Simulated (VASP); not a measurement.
All values below come from PBEsol GGA, VASP's PBE PAW potentials (set 64) (plane waves; VASP).

Input for VASP

### INCAR
```
! general
SYSTEM   =  CsPbCl3
PREC     =  Accurate
ENCUT    =  400
LREAL    =  .FALSE.
LASPH    =  .TRUE.

! electronic loop
EDIFF    =  1E-6
NELM     =  100
ALGO     =  Normal
LMAXMIX  =  4

! smearing
ISMEAR   =  0
SIGMA    =  0.05

! functional
GGA      =  PS

! ions
IBRION   =  2
NSW      =  60
ISIF     =  3
EDIFFG   =  -0.02

! output
LWAVE    =  .FALSE.
LCHARG   =  .FALSE.
```

KPOINTS:
```
Regular mesh
0
G
 4 3 3
0 0 0
```

**POSCAR**
```
CsPbCl3
1.0
  5.6676036988   0.0000000000   0.0000000000
  0.0000000000   5.5184129034   5.5194451136
  0.0000000000  -5.5184129034   5.5194451136
Cs Pb Cl
2 2 6
direct
  0.5000000000   0.5074996700   0.5074996700
  0.5000000000   0.0057148426   0.0057148426
  0.0000000000   0.5071697317   0.0073060644
  0.0000000000   0.0073060644   0.5071697317
  0.0000000000   0.1979030327   0.8164037450
  0.0000000000   0.8164037450   0.1979030327
  0.5000000000   0.0069665214   0.5078092708
  0.5000000000   0.5078092708   0.0069665214
  0.0000000000   0.6986401614   0.6986401614
  0.0000000000   0.3166069601   0.3166069601
```

POTCAR, in this order: Cs_sv Pb_d Cl (PBE.64 set). Program: vasp_std.

Output

File OUTCAR:
```
 ion  position               nearest neighbor table
   1  0.500  0.507  0.507-
   2  0.500  0.006  0.006-
   3  0.000  0.507  0.007-   8 2.83   8 2.83   9 2.83  10 2.84   6 2.84   5 2.84
   4  0.000  0.007  0.507-   7 2.83   7 2.83   9 2.83  10 2.84   5 2.84   6 2.84
   5  0.000  0.198  0.816-   4 2.84   3 2.84
   6  0.000  0.816  0.198-   3 2.84   4 2.84
   7  0.500  0.007  0.508-   4 2.83   4 2.83
   8  0.500  0.508  0.007-   3 2.83   3 2.83
   9  0.000  0.699  0.699-   3 2.83   4 2.83
  10  0.000  0.317  0.317-   3 2.84   4 2.84
  LATTYP: Found a base centered orthorhombic cell.
 ALAT       =    11.0368258068
 B/A-ratio  =     1.0001870484
 C/A-ratio  =     0.5135175455
 Subroutine PRICEL returns:
 Original cell was already a primitive cell.
 Subroutine GETGRP returns: Found  4 space group operations
The static configuration has the point symmetry C_2v.
The dynamic configuration has the point symmetry C_2v.
 Subroutine INISYM returns: Found  4 space group operations
 Subroutine IBZKPT returns following result:
 Found     12 irreducible k-points:

 Following reciprocal coordinates:
            Coordinates               Weight
  0.000000  0.000000  0.000000      1.000000
  0.250000  0.000000  0.000000      2.000000
  0.500000  0.000000  0.000000      1.000000
  0.000000  0.333333 -0.000000      4.000000
  0.250000  0.333333 -0.000000      8.000000
  0.500000  0.333333 -0.000000      4.000000
  0.000000  0.333333  0.333333      2.000000
  0.250000  0.333333  0.333333      4.000000
  0.500000  0.333333  0.333333      2.000000
  0.000000 -0.333333  0.333333      2.000000
  0.250000 -0.333333  0.333333      4.000000
  0.500000 -0.333333  0.333333      2.000000
   k-points           NKPTS =     12   k-points in BZ     NKDIM =     12   number of bands    NBANDS=     52
   number of dos      NEDOS =    301   number of ions     NIONS =     10
...
```

**OSZICAR**
```
       N       E                     dE             d eps       ncg     rms          rms(c)
DAV:   1     0.791935851538E+03    0.79194E+03   -0.33696E+04  1264   0.127E+03
DAV:   2     0.742719117009E+02   -0.71766E+03   -0.69566E+03  1536   0.334E+02
DAV:   3    -0.338056597523E+02   -0.10808E+03   -0.10759E+03  1552   0.154E+02
DAV:   4    -0.382266680782E+02   -0.44210E+01   -0.44094E+01  1656   0.388E+01
DAV:   5    -0.383819754980E+02   -0.15531E+00   -0.15523E+00  1616   0.612E+00    0.720E+00
DAV:   6    -0.369337832598E+02    0.14482E+01   -0.29286E+00  1680   0.141E+01    0.457E+00
DAV:   7    -0.368703387500E+02    0.63445E-01   -0.12353E+00  1992   0.512E+00    0.224E+00
DAV:   8    -0.368917016426E+02   -0.21363E-01   -0.18367E-01  1904   0.258E+00    0.450E-01
DAV:   9    -0.368893030094E+02    0.23986E-02   -0.34836E-02  1920   0.120E+00    0.161E-01
DAV:  10    -0.368904252933E+02   -0.11223E-02   -0.38628E-03  1488   0.258E-01    0.827E-02
DAV:  11    -0.368909534690E+02   -0.52818E-03   -0.61116E-04  1688   0.144E-01    0.192E-02
DAV:  12    -0.368909793466E+02   -0.25878E-04   -0.62840E-05  1880   0.501E-02    0.619E-03
DAV:  13    -0.368909846789E+02   -0.53323E-05   -0.10870E-05  1420   0.140E-02    0.291E-03
DAV:  14    -0.368909850155E+02   -0.33668E-06   -0.10259E-06  1008   0.543E-03
   1 F= -.36890985E+02 E0= -.36890985E+02  d E =-.368910E+02
       N       E                     dE             d eps       ncg     rms          rms(c)
DAV:   1    -0.368950290206E+02   -0.40443E-02   -0.17079E-01  1428   0.204E+00    0.281E-01
DAV:   2    -0.368929708109E+02    0.20582E-02   -0.52141E-03  1492   0.424E-01    0.152E-01
DAV:   3    -0.368919116191E+02    0.10592E-02   -0.20498E-03  1736   0.280E-01    0.432E-02
DAV:   4    -0.368918891305E+02    0.22489E-04   -0.34065E-04  1584   0.811E-02    0.300E-02
DAV:   5    -0.368918811765E+02    0.79540E-05   -0.28911E-05  1672   0.304E-02    0.112E-02
DAV:   6    -0.368918800140E+02    0.11625E-05   -0.60339E-06  1504   0.134E-02    0.539E-03
DAV:   7    -0.368918797588E+02    0.25525E-06   -0.84061E-07   840   0.610E-03
   2 F= -.36891880E+02 E0= -.36891880E+02  d E =-.894743E-03
       N       E                     dE             d eps       ncg     rms          rms(c)
DAV:   1    -0.368950525014E+02   -0.31725E-02   -0.15445E-01  1420   0.193E+00    0.266E-01
DAV:   2    -0.368931927951E+02    0.18597E-02   -0.46914E-03  1496   0.402E-01    0.144E-01
DAV:   3    -0.368922357461E+02    0.95705E-03   -0.18414E-03  1744   0.264E-01    0.409E-02
DAV:   4    -0.368922148598E+02    0.20886E-04   -0.30338E-04  1568   0.770E-02    0.281E-02
DAV:   5    -0.368922078794E+02    0.69803E-05   -0.25529E-05  1680   0.287E-02    0.104E-02
DAV:   6    -0.368922068152E+02    0.10643E-05   -0.50848E-06  1432   0.124E-02    0.490E-03
DAV:   7    -0.368922066052E+02    0.20997E-06   -0.72610E-07   788   0.575E-03
   3 F= -.36892207E+02 E0= -.36892207E+02  d E =-.122159E-02
       N       E                     dE             d eps       ncg     rms          rms(c)
DAV:   1    -0.368929022714E+02   -0.69546E-03   -0.34499E-02  1516   0.115E+00    0.148E-01
DAV:   2    -0.368924648508E+02    0.43742E-03   -0.24975E-03  1680   0.304E-01    0.540E-02
DAV:   3    -0.368923635434E+02    0.10131E-03   -0.28527E-04  1704   0.118E-01    0.260E-02
DAV:   4    -0.368923595628E+02    0.39806E-05   -0.28533E-05  1932   0.351E-02    0.129E-02
DAV:   5    -0.368923616625E+02   -0.20997E-05   -0.29619E-06  1212   0.128E-02    0.294E-03
DAV:   6    -0.368923624893E+02   -0.82682E-06   -0.73688E-07   780   0.570E-03
   4 F= -.36892362E+02 E0= -.36892362E+02  d E =-.155884E-03
       N       E                     dE             d eps       ncg     rms          rms(c)
DAV:   1    -0.368974303336E+02   -0.50687E-02   -0.31026E-01  1504   0.345E+00    0.446E-01
DAV:   2    -0.368935312069E+02    0.38991E-02   -0.22511E-02  1688   0.913E-01    0.163E-01
DAV:   3    -0.368926176660E+02    0.91354E-03   -0.25660E-03  1672   0.355E-01    0.785E-02
DAV:   4    -0.368925592897E+02    0.58376E-04   -0.26371E-04  1948   0.106E-01    0.387E-02
DAV:   5    -0.368925596055E+02   -0.31579E-06   -0.30763E-05  1840   0.382E-02    0.934E-03
DAV:   6    -0.368925620245E+02   -0.24190E-05   -0.32631E-06  1184   0.997E-03    0.298E-03
DAV:   7    -0.368925626714E+02   -0.64690E-06   -0.69809E-07   800   0.474E-03
   5 F= -.36892563E+02 E0= -.36892563E+02  d E =-.356066E-03
       N       E                     dE             d eps       ncg     rms          rms(c)
DAV:   1    -0.368926196760E+02   -0.57652E-04   -0.73582E-03  1416   0.252E-01    0.327E-02
DAV:   2    -0.368926512485E+02   -0.31572E-04   -0.37791E-04  1464   0.775E-02    0.145E-02
DAV:   3    -0.368926504022E+02    0.84638E-06   -0.10503E-05  1368   0.168E-02    0.106E-02
DAV:   4    -0.368926491058E+02    0.12964E-05   -0.46535E-06  1128   0.946E-03    0.440E-03
DAV:   5    -0.368926492368E+02   -0.13102E-06   -0.11154E-06   816   0.540E-03
   6 F= -.36892649E+02 E0= -.36892649E+02  d E =-.865654E-04
       N       E                     dE             d eps       ncg     rms          rms(c)
DAV:   1    -0.368926323853E+02    0.16721E-04   -0.66311E-02  1400   0.756E-01    0.987E-02
DAV:   2    -0.368929160576E+02   -0.28367E-03   -0.33863E-03  1460   0.229E-01    0.427E-02
DAV:   3    -0.368929095401E+02    0.65175E-05   -0.10142E-04  1628   0.522E-02    0.319E-02
DAV:   4    -0.368928978307E+02    0.11709E-04   -0.40326E-05  1592   0.279E-02    0.132E-02
DAV:   5    -0.368928986293E+02   -0.79863E-06   -0.88136E-06  1448   0.115E-02
   7 F= -.36892899E+02 E0= -.36892899E+02  d E =-.335958E-03
       N       E                     dE             d eps       ncg     rms          rms(c)
DAV:   1    -0.368922780429E+02    0.61979E-03   -0.26525E-01  1396   0.151E+00    0.197E-01
DAV:   2    -0.368934107193E+02   -0.11327E-02   -0.13531E-02  1448   0.458E-01    0.853E-02
DAV:   3    -0.368933870201E+02    0.23699E-04   -0.42010E-04  1628   0.106E-01    0.636E-02
DAV:   4    -0.368933396736E+02    0.47347E-04   -0.14823E-04  1728   0.548E-02    0.268E-02
DAV:   5    -0.368933424958E+02   -0.28223E-05   -0.35297E-05  1504   0.229E-02    0.762E-03
DAV:   6    -0.368933421298E+02    0.36604E-06   -0.14866E-06  1064   0.746E-03
   8 F= -.36893342E+02 E0= -.36893342E+02  d E =-.779458E-03
       N       E                     dE             d eps       ncg     rms          rms(c)
DAV:   1    -0.368897705394E+02    0.35720E-02   -0.10633E+00  1392   0.302E+00    0.394E-01
DAV:   2    -0.368943164946E+02   -0.45460E-02   -0.53945E-02  1448   0.913E-01    0.173E-01
DAV:   3    -0.368942142090E+02    0.10229E-03   -0.16443E-03  1620   0.210E-01    0.129E-01
DAV:   4    -0.368940207091E+02    0.19350E-03   -0.60385E-04  1720   0.110E-01    0.546E-02
DAV:   5    -0.368940316313E+02   -0.10922E-04   -0.14291E-04  1492   0.456E-02    0.157E-02
DAV:   6    -0.368940299736E+02    0.16578E-05   -0.72219E-06  1560   0.151E-02    0.777E-03
DAV:   7    -0.368940289014E+02    0.10722E-05   -0.72463E-06  1264   0.113E-02    0.145E-03
DAV:   8    -0.368940290824E+02   -0.18098E-06   -0.12992E-06   984   0.522E-03
   9 F= -.36894029E+02 E0= -.36894029E+02  d E =-.146641E-02
```

**OUTCAR**
```
------------------------ aborting loop because EDIFF is reached ----------------------------------------
  FORCE on cell =-STRESS in cart. coord.  units (eV):
  Direction    XX          YY          ZZ          XY          YZ          ZX
  --------------------------------------------------------------------------------------
  Total        0.0381214      0.0732046      0.1007391      0.0000000      0.0000000      0.0000000
  in kB        0.1773685      0.3406010      0.4687117      0.0000000      0.0000000      0.0000000
  external PRESSURE =       0.3288937 kB  Pullay stress =       0.0000000 kB
  volume of cell :      344.35
      direct lattice vectors                 reciprocal lattice vectors
     5.696359207  0.000000000  0.000000000     0.175550727  0.000000000  0.000000000
     0.000000000  5.498344048  5.497227325     0.000000000  0.090936470  0.090954943
     0.000000000 -5.498344048  5.497227325     0.000000000 -0.090936470  0.090954943
 POSITION                                       TOTAL-FORCE (eV/Angst)
 -----------------------------------------------------------------------------------
      2.84818      0.00000      5.57983         0.000000      0.000000      0.001654
      2.84818     -0.00000      0.06220         0.000000      0.000000     -0.001764
      0.00000      2.74642      2.82700         0.000000      0.006300      0.001111
      0.00000     -2.74642      2.82700         0.000000     -0.006300      0.001111
      0.00000     -3.42687      5.57644         0.000000     -0.014770     -0.001806
      0.00000      3.42687      5.57644         0.000000      0.014770     -0.001806
      2.84818     -2.75449      2.82998         0.000000      0.000576     -0.000270
      2.84818      2.75449      2.82998         0.000000     -0.000576     -0.000270
      0.00000      0.00000      7.65192         0.000000      0.000000     -0.011407
      0.00000      0.00000      3.51162         0.000000      0.000000      0.013447
 -----------------------------------------------------------------------------------
    total drift:                                0.000000      0.000003      0.000002
  FREE ENERGIE OF THE ION-ELECTRON SYSTEM (eV)
  ---------------------------------------------------
  free  energy   TOTEN  =       -36.8940290824 eV

  energy  without entropy=      -36.8940290824  energy(sigma->0) =      -36.89402908

 reached required accuracy - stopping structural energy minimisation
```
(Selected blocks of OUTCAR.)

CONTCAR:
```
CsPbCl3
   1.00000000000000
     5.6963592066120361    0.0000000000000000    0.0000000000000000
     0.0000000000000000    5.4983440475054364    5.4972273246712131
     0.0000000000000000   -5.4983440475054364    5.4972273246712131
  Cs              Pb              Cl
     2     2     6
Direct
     0.5000000000000000    0.5075127312540877    0.5075127312540877
     0.5000000000000000    0.0056576778044503    0.0056576778044503
     0.0000000000000000    0.5068792962590261    0.0073798391287079
     0.0000000000000000    0.0073798391287079    0.5068792962590261
     0.0000000000000000    0.1955774877655277    0.8188321097102228
     0.0000000000000000    0.8188321097102228    0.1955774877655277
     0.5000000000000000    0.0069170663073421    0.5078840062448527
     0.5000000000000000    0.5078840062448527    0.0069170663073421
     0.0000000000000000    0.6959801446081745    0.6959801446081745
     0.0000000000000000    0.3193996410176186    0.3193996410176186
```

The structure comes from a computed database's CsPbCl3 entry (Amm2); how it stands against other phases isn't given here. This run relaxes it. Symmetry was kept, so distortions that lower it aren't found. The start is the result of an earlier pass.
